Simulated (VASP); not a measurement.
Input:

```
CELL_PARAMETERS angstrom
      0.00000     2.72557     2.72557
      2.72557     0.00000     2.72557
      2.72557     2.72557     0.00000
ATOMIC_POSITIONS crystal
  Si 0.25000 0.25000 0.25000
  Si 0.75000 0.75000 0.75000
  Ni 0.00000 0.00000 0.00000
```

Method: PBE GGA, VASP's PBE PAW potentials (set 64) (plane waves; VASP). Numerical set-up: 480 eV cut-off, 10×10×10 Γ-centred mesh, first-order Methfessel-Paxton smearing of 0.10 eV, potentials Si Ni.

Energy and stress use the plane-wave basis of the starting cell.

Q: The ions, cell shape and volume at an external pressure of 15.0 GPa are relaxed. Give the cell that the relaxation ends in.

A: 
```
CELL_PARAMETERS angstrom
      0.00000     2.64738     2.64738
      2.64738     0.00000     2.64738
      2.64738     2.64738     0.00000
ATOMIC_POSITIONS crystal
  Si 0.25000 0.25000 0.25000
  Si 0.75000 0.75000 0.75000
  Ni 0.00000 0.00000 0.00000
```
Space group Fm-3m (225), at a tolerance of 0.03 Å.

Q: How do energy and volume change from the first to the last step?

A: The energy (σ→0) changes by +46.6 meV/atom and the volume by -8.4 %, in 6 ionic steps.

The compound is NiSi2 in the fluorite structure. This run relaxes it under an external pressure of 15 GPa. Symmetry was kept, so distortions that lower it aren't found. The run is not spin-polarised, so no magnetic state was tried.
